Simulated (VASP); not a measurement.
Here is the system:

```
InPd
1.0
    3.50512     0.00000     0.00000
    0.00000     3.50512     0.00000
    0.00000     0.00000     3.50512
In Pd
1 1
Direct
  0.50000   0.50000   0.50000
  0.00000   0.00000   0.00000
```

Computed with vdW-DF2, VASP's PBE PAW potentials (set 64) (plane waves; VASP). Settings: 520 eV cut-off, 11×11×11 Γ-centred mesh, first-order Methfessel-Paxton smearing of 0.10 eV, potentials In_d Pd.

Unless said otherwise, spin-orbit coupling is left out, though it shifts the bands of the heavy elements here.

Task: What does the run give for the energy per atom (σ→0), pressure, band gap (on the k-mesh) with the smallest direct gap where there is one?

Result: 
| Property | Result |
|---|---|
| band gap (on the k-mesh) | none (metal, semimetal or under 0.01 eV) |
| energy per atom (σ→0) | -0.730 eV/atom |
| pressure | -3.46 GPa |

Total energies compare only between runs with the same potentials, cut-off and functional.

The compound is PdIn in the CsCl type structure. This cell is one point of a volume scan, at 1.06 of the reference volume. The electron count is odd and the run is not spin-polarised, which forces a metal.
